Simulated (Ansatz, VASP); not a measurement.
LiH2RhC in VASP and in Ansatz

The input INCAR:

```
PREC = Accurate
ENCUT = 600
EDIFF = 1E-6
ISMEAR = 0
SIGMA = 0.1
LREAL = F
LASPH = T
NELM = 80
ALGO = Fast
ISIF = 3
LWAVE = F
LCHARG = F
GGA = PE
IBRION = 2
NSW = 100
EDIFFG = -0.01
```

File KPOINTS:

```
regular mesh
0
Gamma
  10 10 10
```

Contents of POSCAR:

```
LiH2RhC
1.0
    3.5448710123      0.0000000000      0.0000000000
    0.0000000000      3.5448710123      0.0000000000
    0.0000000000      0.0000000000      3.8033278737
Li H Rh C
1 2 1 1
Direct
    0.5000000000      0.5000000000      0.5000000000
    0.5000000000      0.0000000000      0.0000000000
    0.0000000000      0.5000000000      0.0000000000
    0.0000000000      0.0000000000      0.0000000000
    0.0000000000      0.0000000000      0.5000000000
```

Input for Ansatz:

```yaml
crystal:
  lattice:
    - [3.5448710123, 0.0, 0.0]
    - [0.0, 3.5448710123, 0.0]
    - [0.0, 0.0, 3.8033278737]
  atoms:
    - { symbol: Li, position: [0.5, 0.5, 0.5] }
    - { symbol: H, position: [0.5, 0.0, 0.0] }
    - { symbol: H, position: [0.0, 0.5, 0.0] }
    - { symbol: Rh, position: [0.0, 0.0, 0.0] }
    - { symbol: C, position: [0.0, 0.0, 0.5] }
basis:
  ecutwfc: 420
kpoints:
  mp_grid: { grid: [10, 10, 10] }
hamiltonian:
  xc: pbe
scf:
  occupations: { method: gaussian, width: 0.1 }
output:
  forces: true
  stress: true
  eigenvalues: true
  write_density: true
  write_potential: true
  elf: true
  volumetric_format: npy
relax:
  adjacent_minimum: "off"
  f_tol: 0.01
  max_steps: 80
  cell: { stress_tol: 0.05 }
```

Alike in both runs: task relaxation of cell and atoms; functional PBE; k mesh 10 × 10 × 10; occupations gaussian, width 0.1 eV; no spin polarisation.

```csv
,VASP,Ansatz
version,VASP 6.6.1,Ansatz 0.2.0
potentials or method,"VASP PAW PBE potentials, release 64 (Li_sv, H, Rh_pv, C)","scalar-relativistic, plane waves, PAW"
plane-wave cutoff (eV),600,420
valence electrons in the cell,24,26
```

Ansatz gave:

* gap on the k mesh at the Fermi level, each at its own relaxed structure (eV): none
* relaxed volume (Å³/atom): 9.57
* relaxed cell length with the largest relative difference (Å): 3.548

Q: Which values does VASP return?

A: gap on the k mesh at the Fermi level, each at its own relaxed structure (eV): none; relaxed volume (Å³/atom): 9.55; relaxed cell length with the largest relative difference (Å): 3.545.

A gap of «none» marks a metal or a gap that the smearing closes. The two sets of potentials don't hold the same shells in valence.

Caveats: the cutoff is under 1.25 times the usual one of these potentials, so pressure, stress and relaxed cells hold a basis-set (Pulay) error (VASP).
